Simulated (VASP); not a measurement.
Output of a VASP run:

OSZICAR:
```
       N       E                     dE             d eps       ncg     rms          rms(c)
DAV:   1     0.654720606459E+02    0.65472E+02   -0.54906E+03   846   0.106E+03
DAV:   2    -0.383466992114E-01   -0.65510E+02   -0.65249E+02   888   0.242E+02
DAV:   3    -0.118991788971E+01   -0.11516E+01   -0.11472E+01  1225   0.345E+01
DAV:   4    -0.123129477394E+01   -0.41377E-01   -0.41355E-01  1168   0.490E+00
DAV:   5    -0.123269240316E+01   -0.13976E-02   -0.13974E-02  1234   0.624E-01    0.171E+00
DAV:   6    -0.120535333387E+01    0.27339E-01   -0.13024E-02  1286   0.131E+00    0.979E-01
DAV:   7    -0.119383841306E+01    0.11515E-01   -0.18198E-02  1288   0.148E+00    0.117E-01
DAV:   8    -0.119372584999E+01    0.11256E-03   -0.81710E-04   914   0.303E-01    0.396E-02
DAV:   9    -0.119374847546E+01   -0.22625E-04   -0.59909E-05  1275   0.807E-02    0.843E-03
DAV:  10    -0.119374803468E+01    0.44077E-06   -0.44280E-06   942   0.230E-02
   1 F= 0.19506460E+01 E0= 0.19506835E+01  d E =0.195065E+01
```

**OUTCAR**
```
------------------------ aborting loop because EDIFF is reached ----------------------------------------
  FORCE on cell =-STRESS in cart. coord.  units (eV):
  Direction    XX          YY          ZZ          XY          YZ          ZX
  --------------------------------------------------------------------------------------
  Total        3.1377912      3.1377912      3.1377912     -0.0000000      0.0000000     -0.0000000
  in kB      199.5800220    199.5800220    199.5800220     -0.0000000      0.0000000     -0.0000000
  external PRESSURE =      -0.4199780 kB  Pullay stress =     200.0000000 kB
  volume of cell :       25.19
      direct lattice vectors                 reciprocal lattice vectors
     0.000000000  2.326639982  2.326639982    -0.214902178  0.214902178  0.214902178
     2.326639982  0.000000000  2.326639982     0.214902178 -0.214902178  0.214902178
     2.326639982  2.326639982  0.000000000     0.214902178  0.214902178 -0.214902178
 POSITION                                       TOTAL-FORCE (eV/Angst)
 -----------------------------------------------------------------------------------
      0.00000      0.00000      0.00000         0.000000     -0.000000      0.000000
 -----------------------------------------------------------------------------------
    total drift:                               -0.000000     -0.000000     -0.000000
  FREE ENERGIE OF THE ION-ELECTRON SYSTEM (eV)
  ---------------------------------------------------
  free  energy   TOTEN  =        -1.1937480347 eV

  energy  without entropy=       -1.1936731480  energy(sigma->0) =       -1.19371059
  enthalpy is  TOTEN    =         1.9506460432 eV   P V=        3.1443940779

 reached required accuracy - stopping structural energy minimisation
```
(Selected blocks of OUTCAR.)

File POSCAR:
```
Ca
1
    0.0000000000     2.3266399819     2.3266399819
    2.3266399819     0.0000000000     2.3266399819
    2.3266399819     2.3266399819     0.0000000000
Ca
1
Direct
  0.0000000000   0.0000000000   0.0000000000
```

Q: Write an INCAR and KPOINTS that could have produced this output.

A: Several could match; the one computed here: the input of the run itself, PBE GGA, plane waves, VASP's PBE PAW potentials (set 64).

### KPOINTS
```
Automatic mesh
0
Gamma
10 10 10
0 0 0
```

INCAR:
```
ALGO  =  Normal
EDIFF  =  1E-6
EDIFFG  =  -0.02
ENCUT  =  500
GGA  =  PE
IBRION  =  2
ISIF  =  3
ISMEAR  =  0
LASPH  =  .TRUE.
LCHARG  =  .FALSE.
LREAL  =  .FALSE.
LWAVE  =  .FALSE.
NELM  =  100
NSW  =  40
PREC  =  Accurate
PSTRESS  =  200
SIGMA  =  0.05
SYSTEM  =  Ca
```

POTCAR, in this order: Ca_sv (PBE.64 set). Program: vasp_std.

The compound is Ca in the fcc structure. It was relaxed first under an external pressure of 20 GPa.
